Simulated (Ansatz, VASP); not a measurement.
**Cross-check of Al2O3 (Corundum) between VASP and Ansatz**

One calculation is typed for both programs; each brings its own data sets. How far apart do they land? The cell is taken from a series of runs on this material, whose earlier steps may have relaxed, scaled, displaced or heated it; both programs get it as it stands.

Main program and level: Ansatz 0.2.0; plane waves, with VASP 6.6.1 beside it; zone-centre phonons at PBE.

## Step 1: The starting structure

Symmetry: R-3c, No. 167, trigonal system. The conventional cell has a = 4.831 Å, b = 4.831 Å, c = 13.192 Å, α = 90.00°, β = 90.00°, γ = 120.00°. Nearest to Al lie 6 O at 1.88 to 2.00 Å. O has 4 Al at 1.88 to 2.00 Å nearest. Farther neighbours and most contacts between anions are not listed.

## Step 2: Ansatz: zone-centre phonons, PBE

Ansatz runs on its PAW soft_1 files.

Second derivatives magnify differences that forces hide, and they need a tight electronic threshold.

Input file input.yaml:

```yaml
crystal:
  lattice:
    - [2.4155193128, 1.3946007255, 4.3971777086]
    - [-2.4155193128, 1.3946007255, 4.3971777086]
    - [0.0, -2.789201451, 4.3971777086]
  atoms:
    - { symbol: Al, position: [0.3521502857, 0.3521502857, 0.3521502857] }
    - { symbol: Al, position: [0.1478497143, 0.1478497143, 0.1478497143] }
    - { symbol: Al, position: [0.6478497143, 0.6478497143, 0.6478497143] }
    - { symbol: Al, position: [0.8521502857, 0.8521502857, 0.8521502857] }
    - { symbol: O, position: [0.5560288416, 0.9439711584, 0.25] }
    - { symbol: O, position: [0.25, 0.5560288416, 0.9439711584] }
    - { symbol: O, position: [0.9439711584, 0.25, 0.5560288416] }
    - { symbol: O, position: [0.4439711584, 0.0560288416, 0.75] }
    - { symbol: O, position: [0.75, 0.4439711584, 0.0560288416] }
    - { symbol: O, position: [0.0560288416, 0.75, 0.4439711584] }
kpoints:
  mp_grid: { grid: [6, 6, 6] }
hamiltonian:
  xc: pbe
  pseudopotentials: { kind: paw, azcp: { folder: soft_1 } }
scf:
  occupations: { method: fixed }
output:
  eigenvalues: true
phonons:
  method: dfpt
  dielectric: true
  rigid_motions: translations
```

Run with:

```bash
ansatz run input.yaml --threads 4 --pin off --max-ram 15360MiB --backend cpu --events-out ev --progress --plain --runs-dir out
```

Numbers of over 12 decimals in the logs are rounded to 6 here.

Log:

```text
Engine: ansatz 0.2.0, aarch64-unknown-linux-gnu
Pseudopotentials: kind: paw
Pseudopotential: Al, paw, valence charge 3, recommended cutoff 420 eV (normal), soft_1/Al.paw.azcp
Pseudopotential: O, paw, valence charge 6, recommended cutoff 420 eV (normal), soft_1/O.paw.azcp
Functional definition: PBE
  parameter kappa = 0.804
  parameter beta = 0.066725
  exchange = pbe_x(kappa = kappa, mu = beta*pi^2/3)
  correlation = pbe_c(beta = beta)
Crystal: 10 atoms, lattice volume = 88.876 Å³
Basis set: ecut = 420 eV, 1707 PW (Γ), exchange–correlation on 72×72×72 points (8 copies of the dense FFT grid, shifted against one another)
Bands: 34, of which v1, the nominal top of the filled ones, is band 24 counted from 1 (23 counted from 0)
Symmetry: 12 space group operations
k-points: 112 of 216 (irreducible under 1 space group operation, time reversal used)
Non-local potential: Al, projectors of the file, l = 0: 2, l = 1: 2, l = 2: 1
Non-local potential: O, projectors of the file, l = 0: 2, l = 1: 2, l = 2: 1
PAW form: soft (Blöchl's): semilocal exchange-correlation on the pseudo side does not see the compensation charge
PAW one-centre angular grid: Al, 110 points (default); XC on 64 Gauss nodes
PAW one-centre angular grid: O, 110 points (default); XC on 64 Gauss nodes
Initial density: superposition of atomic densities (chi_scale 0.1, normalization cell, long waves kept (reshape's long-wave potential 0.00 eV rms))
Initial wavefunctions: pseudopotential atomic-orbital guess
Functional: x = pbe(κ = 0.804, μ = 0.219515), c = pbe(β = 0.066725)
SCF iter   1: F=—  HF=-5573.109204 eV  |F-HF|=—  |Δ(HF+E_count)|=         —  Δρ=1.25e-1  dr2=1.33e1  ethr=3.10e-3  ⟨swp⟩=5.1  Hψ=14280  notcnv=0  defer=798
preconditioner: auto → Resta (q_TF=auto, 2.462 Å⁻¹)  ε∞=3.3  [insulator: Δε(μ)=6.675 eV  Ē_g=17.963 eV  n_scr=20 (ndim 8)  ℏωp=27.3 eV  f_vac=0.000  ε∞_Penn≈3.3]
SCF iter   2: F=—  HF=-5569.724157 eV  |F-HF|=—  |Δ(HF+E_count)|=    3.39e0  Δρ=4.24e-2  dr2=7.58e-1  ethr=3.10e-3  ⟨swp⟩=2.8  Hψ=8196  notcnv=0  defer=825
SCF iter   3: F=—  HF=-5569.643401 eV  |F-HF|=—  |Δ(HF+E_count)|=   8.08e-2  Δρ=2.17e-2  dr2=2.41e-1  ethr=1.58e-3  ⟨swp⟩=2.0  Hψ=3590  notcnv=0  defer=891
SCF iter   4: F=—  HF=-5569.641883 eV  |F-HF|=—  |Δ(HF+E_count)|=   1.52e-3  Δρ=1.43e-3  dr2=9.09e-4  ethr=5.02e-4  ⟨swp⟩=3.0  Hψ=6128  notcnv=0  defer=893
SCF iter   5: F=—  HF=-5569.643345 eV  |F-HF|=—  |Δ(HF+E_count)|=   1.46e-3  Δρ=1.86e-4  dr2=4.10e-5  ethr=1.89e-6  ⟨swp⟩=2.1  Hψ=5880  notcnv=0  defer=896
SCF iter   6: F=—  HF=-5569.643398 eV  |F-HF|=—  |Δ(HF+E_count)|=   5.25e-5  Δρ=5.15e-5  dr2=2.72e-6  ethr=8.54e-8  ⟨swp⟩=2.0  Hψ=5886  notcnv=0  defer=878
SCF iter   7: F=—  HF=-5569.643400 eV  |F-HF|=—  |Δ(HF+E_count)|=   2.55e-6  Δρ=5.99e-6  dr2=2.17e-8  ethr=5.66e-9  ⟨swp⟩=2.0  Hψ=6337  notcnv=0  defer=574
SCF iter   8: F=—  HF=-5569.643400 eV  |F-HF|=—  |Δ(HF+E_count)|=   2.43e-8  Δρ=1.08e-6  dr2=9.04e-10  ethr=4.52e-11  ⟨swp⟩=2.2  Hψ=5748  notcnv=0  defer=574
SCF iter   9: F=-5569.643400 eV  HF=-5569.643400 eV  |F-HF|=1.09e-11  |Δ(HF+E_count)|=  8.31e-10  Δρ=1.66e-7  dr2=2.02e-11  ethr=1.00e-12  ⟨swp⟩=15.9  Hψ=27400  notcnv=0
SCF 1 converged in 9 iterations: F = -5569.643400 eV  dr2 = 2.02e-11
  greatest PAW one-centre occupation: 0.857 electrons in one spin orbital (limit 2), on the O atom at site 9 (counted from 0), in its partial waves of l = 0
NSCF: frozen V_eff on 6 k-points
DFPT response loops at Γ: preconditioner auto → none (the input reference at scf.mixing.eps_inf says where Resta's filter doesn't serve); β = 0.50; Broyden in place of MSR1
SCF converged after 9 iterations
Free energy (F): -5569.643400 eV
Harris-Foulkes:  -5569.643400 eV  (|F-HF|=1.09e-11)
Internal energy: -5569.643400 eV  (E = F + TS)
E sigma→0 (E₀):  -5569.643400 eV
Fermi energy:    7.135615 eV
--- Per-component energies (eV) ---
  E_band       = 44.572313
  E_kinetic    = 1133.520062
  E_local      = -2005.454603  (includes V_loc(G=0)·N_el)
  E_nonlocal   = 349.443467
  E_hartree    = 761.295541
  E_xc         = -590.084771
  E_vxc        = -678.279933  (∫ρ·V_xc dr)
  E_paw        = -2856.443739  (= ΣΔE_a)
  E_vpaw       = -277.252452  (= ΣTr[D̂ρ^β])
  E_aug_tail   = 0.004710  (compensation charges beyond the density's cutoff)
  E_ewald      = -2361.924067
  E_smearing   = -0.000000  (= −TS)
  E_closure    = -0.000000  (closes the sum)
  Σ components = -5569.643400   (vs F -5569.643400, Δ=0.00e0)
--- Band table (eV; the first three rows and the last of 112) ---
  k-point 0: bands = [... 20 lower, 6.6967, 7.1145, 7.1145, 7.1356, 12.8179, 15.9632, 17.3533, 18.3015, ... 6 higher]
  k-point 1: bands = [... 20 lower, 6.5140, 6.8222, 7.0796, 7.0975, 13.4559, 16.4493, 16.9744, 17.9718, ... 6 higher]
  k-point 2: bands = [... 20 lower, 6.3566, 6.6374, 6.9443, 6.9777, 14.7732, 16.5207, 16.9076, 17.1840, ... 6 higher]
  k-point 111: bands = [... 20 lower, 6.8017, 6.8017, 6.8017, 6.8017, 15.3474, 15.3474, 17.8927, 17.8927, ... 6 higher]
--- Phonons (Γ-DFPT): 5 representative perturbations + reference, on 112 of 216 k-points (Σ response iterations 15) ---
  k mesh reduced under 1 symmetry operation, with k and −k counted as one. Each operation leaves every solved perturbation unchanged. A smaller set is not considered because the run solves the response to a homogeneous field
  ASR residual: 3.382e-5 → 0.000e0 eV/Å²; symmetrization residual: 3.552e-5 eV/Å²
  ASR residual per site (eV/Å²): 1.42e-5 1.42e-5 1.42e-5 1.42e-5 3.38e-5 2.90e-5 2.90e-5 3.38e-5 2.90e-5 2.90e-5
  Γ frequencies (cm⁻¹): 0.00 0.00 0.00 276.17 353.43 353.43 354.06 354.06 366.43 386.42 395.12 395.12 405.70 405.70 418.26 418.26 503.74 521.41 521.41 534.08 540.33 540.33 568.13 589.43 589.43 597.27 653.04 697.04 697.04 704.20
  ε∞ (high-frequency dielectric tensor):
        3.303727     0.000000    -0.000000
       -0.000000     3.303727    -0.000000
       -0.000000    -0.000000     3.270929
  ε⁰ (static dielectric tensor: ions relaxed, cell fixed):
       10.521565     0.000000    -0.000000
        0.000000    10.521565    -0.000000
       -0.000000    -0.000000    13.049246
  ε⁰ − ε∞ (ionic part):
        7.217838     0.000000    -0.000000
        0.000000     7.217838    -0.000000
       -0.000000    -0.000000     9.778317
  softest optical mode at Γ: 276.17 cm⁻¹; the repairs (sum rule, projections) moved no ω² at Γ by more than (4.37 cm⁻¹)²
  Born effective charges Z* (e; rows j = field, columns β = displacement):
    site 0:
         3.00409   -0.03637    0.00000
         0.03637    3.00409   -0.00000
        -0.00000   -0.00000    2.97394
    site 1:
         3.00409    0.03637   -0.00000
        -0.03637    3.00409   -0.00000
         0.00000   -0.00000    2.97394
    site 2:
         3.00409   -0.03637    0.00000
         0.03637    3.00409   -0.00000
        -0.00000   -0.00000    2.97394
    site 3:
         3.00409    0.03637   -0.00000
        -0.03637    3.00409   -0.00000
         0.00000   -0.00000    2.97394
    site 4:
        -2.10458    0.00000    0.00000
         0.00000   -1.90087    0.28215
         0.00000    0.38008   -1.98263
    site 5:
[...]
site 6:
[...]
site 7:
[...]
site 8:
[...]
site 9:
[...]
Z* charge neutrality: 2.044e-5 e pre-enforcement
  k-mesh period / interband length: 29.0 Å / 1.31 Å = 22.10 at k = (0.0000, 0.0000, 0.0000), direct gap 5.682 eV — 14 or more, which is no proof of convergence
  optical modes at Γ without the LO–TO term, one row a degenerate level:
      ω (cm⁻¹)  modes    IR ((D/Å)²/amu)
[...]
optical modes at Γ + LO–TO along q̂ = [1.0000, 0.0000, 0.0000]:
      ω (cm⁻¹)  modes    IR ((D/Å)²/amu)
[...]
optical modes at Γ + LO–TO along q̂ = [0.0000, 1.0000, 0.0000]:
      ω (cm⁻¹)  modes    IR ((D/Å)²/amu)
[...]
optical modes at Γ + LO–TO along q̂ = [0.0000, 0.0000, 1.0000]:
      ω (cm⁻¹)  modes    IR ((D/Å)²/amu)
[...]
540.33      2             0.0000
        568.13      1             0.0000
        589.43      2             3.8856
        597.27      1             0.0000
        653.04      1             0.0000
        697.04      2             0.0000
        704.20      1             0.0000
        820.46      1            63.8591
```

(Continued in part 2 of 3.)

[Lines on the potential files, build, host, timing and source positions are cut from VASP's logs without a mark.]

[Logs are printed without paths, hosts, clocks, repeated set-up lines and the standing remarks that a program may print on its own settings, such as how far it seeks lower states.]

[Hosts, paths, dates, database ids (printed as entryN), source tags and the programs' standing remarks are cut or masked in the printed files.]
